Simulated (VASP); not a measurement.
Level of theory: PBE GGA, VASP's PBE PAW potentials (set 64) (plane waves; VASP 6.6.1).

The input files of a VASP run:

### INCAR
```
# general
SYSTEM  = Nb3Sn
PREC    = Accurate
ENCUT   = 300
LREAL   = F
LASPH   = T

# electronic loop
EDIFF   = 1E-6
NELM    = 100
ALGO    = Normal
LMAXMIX = 4

# smearing
ISMEAR  = 0
SIGMA   = 0.1

# functional
GGA     = PE

# ions
ISIF    = 2

# output
LWAVE   = F
LCHARG  = F
```

POSCAR:
```
Nb3Sn
1
    5.2921660000     0.0000000000     0.0000000000
    0.0000000000     5.2921660000     0.0000000000
    0.0000000000     0.0000000000     5.2921660000
Nb Sn
6 2
Direct
  0.2500000000   0.0000000000   0.5000000000
  0.7500000000   0.0000000000   0.5000000000
  0.5000000000   0.7500000000   0.0000000000
  0.5000000000   0.2500000000   0.0000000000
  0.0000000000   0.5000000000   0.7500000000
  0.0000000000   0.5000000000   0.2500000000
  0.0000000000   0.0000000000   0.0000000000
  0.5000000000   0.5000000000   0.5000000000
```

**KPOINTS**
```
Automatic mesh
0
Gamma
5 5 5
0 0 0
```

POTCAR, in this order: Nb_sv Sn_d (PBE.64 set). Program: vasp_std.

Output of the run:

File OSZICAR:
```
       N       E                     dE             d eps       ncg     rms          rms(c)
DAV:   1     0.130960352070E+04    0.13096E+04   -0.39259E+04  1323   0.160E+03
DAV:   2     0.127475430187E+03   -0.11821E+04   -0.11592E+04  1260   0.604E+02
DAV:   3    -0.517256058942E+02   -0.17920E+03   -0.17252E+03  1706   0.201E+02
DAV:   4    -0.719594516352E+02   -0.20234E+02   -0.19789E+02  1920   0.603E+01
DAV:   5    -0.732999919796E+02   -0.13405E+01   -0.13287E+01  2296   0.142E+01    0.184E+01
DAV:   6    -0.705916599194E+02    0.27083E+01   -0.77475E+00  1680   0.133E+01    0.621E+00
DAV:   7    -0.703122130632E+02    0.27945E+00   -0.17748E+00  1976   0.625E+00    0.255E+00
DAV:   8    -0.703015395645E+02    0.10673E-01   -0.18100E-01  1888   0.206E+00    0.806E-01
DAV:   9    -0.703011444276E+02    0.39514E-03   -0.26798E-02  1768   0.832E-01    0.338E-01
DAV:  10    -0.703013272327E+02   -0.18281E-03   -0.48742E-03  2080   0.347E-01    0.395E-02
DAV:  11    -0.703012918662E+02    0.35366E-04   -0.32509E-04  1840   0.891E-02    0.262E-02
DAV:  12    -0.703012767510E+02    0.15115E-04   -0.23562E-05  1904   0.252E-02    0.507E-03
DAV:  13    -0.703012752250E+02    0.15260E-05   -0.18180E-06  1088   0.723E-03    0.294E-03
DAV:  14    -0.703012745797E+02    0.64525E-06   -0.40824E-07  1016   0.441E-03
   1 F= -.70301275E+02 E0= -.70260943E+02  d E =-.806640E-01
```

**OUTCAR**
```
------------------------ aborting loop because EDIFF is reached ----------------------------------------
  FORCE on cell =-STRESS in cart. coord.  units (eV):
  Direction    XX          YY          ZZ          XY          YZ          ZX
  --------------------------------------------------------------------------------------
  Total        1.5219909      1.5219909      1.5219909      0.0000000      0.0000000      0.0000000
  in kB       16.4521349     16.4521349     16.4521349      0.0000000      0.0000000      0.0000000
  external PRESSURE =      16.4521349 kB  Pullay stress =       0.0000000 kB
  volume of cell :      148.22
      direct lattice vectors                 reciprocal lattice vectors
     5.292166000  0.000000000  0.000000000     0.188958547  0.000000000  0.000000000
     0.000000000  5.292166000  0.000000000     0.000000000  0.188958547  0.000000000
     0.000000000  0.000000000  5.292166000     0.000000000  0.000000000  0.188958547
 POSITION                                       TOTAL-FORCE (eV/Angst)
 -----------------------------------------------------------------------------------
      1.32304      0.00000      2.64608         0.000000     -0.000000     -0.000000
      3.96912      0.00000      2.64608        -0.000000     -0.000000      0.000000
      2.64608      3.96912      0.00000         0.000000      0.000000      0.000000
      2.64608      1.32304      0.00000        -0.000000     -0.000000     -0.000000
      0.00000      2.64608      3.96912        -0.000000     -0.000000     -0.000000
      0.00000      2.64608      1.32304        -0.000000      0.000000     -0.000000
      0.00000      0.00000      0.00000         0.000000      0.000000     -0.000000
      2.64608      2.64608      2.64608         0.000000      0.000000     -0.000000
 -----------------------------------------------------------------------------------
    total drift:                                0.000000      0.000000      0.000000
  FREE ENERGIE OF THE ION-ELECTRON SYSTEM (eV)
  ---------------------------------------------------
  free  energy   TOTEN  =       -70.3012745797 eV

  energy  without entropy=      -70.2206106202  energy(sigma->0) =      -70.26094260
```
(Selected blocks of OUTCAR.)

At this cut-off the stress carries a Pulay error, which pulls relaxed volumes low.

The structure comes from a computed database's Nb3Sn entry; how it stands against other phases isn't given here. The cell was not relaxed at this level, and its volume differs by -5.9 % from the start's.
